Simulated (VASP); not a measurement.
Energy against volume of MoSi₂ (MoSi2 type). Method: RPBE GGA, VASP's PBE PAW potentials (set 64) (plane waves; VASP). Run with 520 eV cut-off, 13×13×13 Γ-centred mesh, first-order Methfessel-Paxton smearing of 0.10 eV, potentials Si Mo_sv.

Shape and ions are relaxed at each volume.

```json
[
 {"V (Å³/atom)": "13.329", "E (eV/atom)": "-7.35224"},
 {"V (Å³/atom)": "13.742", "E (eV/atom)": "-7.36031"},
 {"V (Å³/atom)": "14.154", "E (eV/atom)": "-7.35307"},
 {"V (Å³/atom)": "14.566", "E (eV/atom)": "-7.33286"}
]
```

Task: Fit these four points and predict the energy of the run at 12.917 Å³/atom.

Result: A cubic in V^(−2/3), the third-order Birch-Murnaghan form, passes through the four points with V0 = 13.74 Å³/atom and B0 = 198 GPa, and gives -7.3262 eV/atom there. The run gave -7.3261 eV/atom, +0.1 meV/atom from the fit; all five points give B0 = 198 GPa.

The compound is MoSi2 in the MoSi2 type structure. It was relaxed first.
